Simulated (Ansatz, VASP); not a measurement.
# ZrOs in VASP and in Ansatz

```
Zr Os
1.0
     3.27384    0.00000    0.00000
     0.00000    3.27384    0.00000
     0.00000    0.00000    3.27384
Zr Os
1 1
Cartesian
  1.6369 1.6369 1.6369
  0.0000 0.0000 0.0000
```

Change from the starting cell: volume scaled by 1.01, PAW files.

Alike in both runs: task electric field gradients; functional LDA; k mesh 13 × 13 × 13; occupations fermi-dirac, width 0.03 eV; no spin polarisation.

```csv
,VASP,Ansatz
version,VASP 6.6.1,Ansatz 0.2.0
potentials or method,"VASP PAW LDA potentials, release 64 (Zr_sv, Os)","PAW with Ansatz's default frozen-core files, scalar-relativistic"
plane-wave cutoff (eV),520,420
valence electrons in the cell,20,28
```

```csv
,VASP,Ansatz,Ansatz less VASP
pressure (GPa),-9.2,-9.4,-0.26
Vzz of the field gradient on the site that differs most (V/Å²),0.0,0.0,0.00
```

The two sets of potentials don't hold the same shells in valence. Ansatz warned: «gradients_without_spin_orbit».

Spin-orbit coupling is left out, which matters for the levels of Os.
